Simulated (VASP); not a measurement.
Data:

```yaml
crystal:
  lattice:
    - [-2.05334, 2.05334, 3.99605]
    - [2.05334, -2.05334, 3.99605]
    - [2.05334, 2.05334, -3.99605]
  atoms:
    - { symbol: Sn, position: [0.00000, 0.00000, 0.00000] }
    - { symbol: F, position: [0.76261, 0.76261, 0.00000] }
    - { symbol: F, position: [0.23739, 0.23739, 0.00000] }
    - { symbol: F, position: [0.50000, 0.00000, 0.50000] }
    - { symbol: F, position: [0.00000, 0.50000, 0.50000] }
```

Method: PBEsol GGA with spin-orbit coupling, VASP's PBE PAW potentials (set 64) (plane waves; VASP). Numerical set-up: 520 eV cut-off, 7×7×7 Γ-centred mesh, Gaussian smearing of 0.050 eV, potentials Sn_d F.

Without a dispersion term in the relaxation, distances and binding between the weakly bound layers, chains or molecules are unreliable, and so is what depends on them.

**Question.** Give the energies of bands 31 to 44 at the high-symmetry points, in eV from the valence-band maximum.

**Answer.** 
| band | Γ | X | P | N | M | S | R |
|---|---|---|---|---|---|---|---|
| 31 | -1.87 | -1.73 | -1.29 | -1.64 | -1.99 | -1.66 | -1.69 |
| 32 | -1.87 | -1.73 | -1.29 | -1.64 | -1.99 | -1.66 | -1.69 |
| 33 | -1.17 | -1.29 | -1.14 | -1.27 | -1.75 | -1.36 | -1.25 |
| 34 | -1.17 | -1.29 | -1.14 | -1.27 | -1.75 | -1.36 | -1.25 |
| 35 | -1.16 | -0.97 | -1.03 | -0.76 | -0.97 | -0.97 | -1.19 |
| 36 | -1.16 | -0.97 | -1.03 | -0.76 | -0.97 | -0.97 | -1.19 |
| 37 | -1.12 | -0.54 | -1.01 | -0.70 | -0.95 | -0.77 | -0.51 |
| 38 | -1.12 | -0.54 | -1.01 | -0.70 | -0.95 | -0.77 | -0.51 |
| 39 | -0.25 | -0.28 | -0.10 | -0.59 | -0.17 | -0.45 | -0.38 |
| 40 | -0.25 | -0.28 | -0.10 | -0.59 | -0.17 | -0.45 | -0.38 |
| 41 | -0.20 | 0.00 | -0.09 | -0.44 | -0.13 | -0.21 | -0.03 |
| 42 | -0.20 | 0.00 | -0.09 | -0.44 | -0.13 | -0.21 | -0.03 |
| 43 | 3.17 | 7.44 | 7.44 | 5.71 | 4.28 | 5.41 | 6.38 |
| 44 | 3.17 | 7.44 | 7.44 | 5.71 | 4.28 | 5.41 | 6.38 |

The gap is indirect, 3.17 eV, from the valence maximum at X to the conduction minimum at Γ.

The structure comes from a computed database's SnF4 entry (I4/mmm); how it stands against other phases isn't given here. It was relaxed first.
